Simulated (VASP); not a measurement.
Set up this calculation in VASP 6.6.1, as the native input.

| Item | Value |
| --- | --- |
| Task | relaxation of cell and atoms |
| Functional | PBE |
| Potentials or basis | VASP PAW PBE potentials, release 64 (Cs_sv, C) |
| Cutoff | 600 eV |
| k mesh | 7 × 7 × 7 |
| Occupations | gaussian, width 0.05 eV |
| Spin | no spin polarisation |
| Further INCAR settings | ALGO = Normal; EDIFF = 1e-07; IBRION = 2; EDIFFG = -0.005; NSW = 60; ISIF = 3 |

The structure of CsC lies in POSCAR:

```
CsC
1.0
    0.0000000000      3.1100544000      3.1100544000
    3.1100544000      0.0000000000      3.1100544000
    3.1100544000      3.1100544000      0.0000000000
Cs C
1 1
Direct
    0.0000000000      0.0000000000      0.0000000000
    0.2500000000      0.2500000000      0.2500000000
```

The cell was built by a generator and needn't be a form met in nature.

One way to write it, as run:

INCAR

```
ALGO = Normal ; EDIFF = 1E-7
EDIFFG = -0.005 ; ENCUT = 600
GGA = PE ; IBRION = 2
ISIF = 3 ; ISMEAR = 0
LASPH = T ; LCHARG = F
LREAL = F ; LWAVE = F
NELM = 80 ; NSW = 60
PREC = Accurate ; SIGMA = 0.05
```

KPOINTS

```
k-points
0
Gamma
  7 7 7
```

Potentials or basis: VASP PAW PBE potentials, release 64 (Cs_sv, C).

The run is started by

```bash
$ cat potpaw_PBE.64/Cs_sv/POTCAR potpaw_PBE.64/C/POTCAR > POTCAR
$ mpirun -np 1 vasp_std > vasp.out
```

It gave:

```json
{
 "Relaxed volume": "41.08 Å³/atom",
 "Relaxed cell": "a = 4.880 Å, b = 4.880 Å, c = 4.880 Å, α = 60.00°, β = 60.00°, γ = 60.00°",
 "Space group after relaxing (to 0.05 Å)": "F-43m (No. 216)",
 "Energy gained by relaxing": "109.2 meV/atom",
 "Ionic steps": "5",
 "Pressure after relaxing": "0.0 GPa",
 "Band gap on the k mesh": "none (metal or under the smearing width)"
}
```

Caveat: the volume moved by over 15 % at a fixed basis, so the end points are rough.

Wall time 75 s on 1 thread of Intel(R) Xeon(R) Platinum 8488C (Sapphire Rapids) (shared host), peak memory 0.22 GiB.
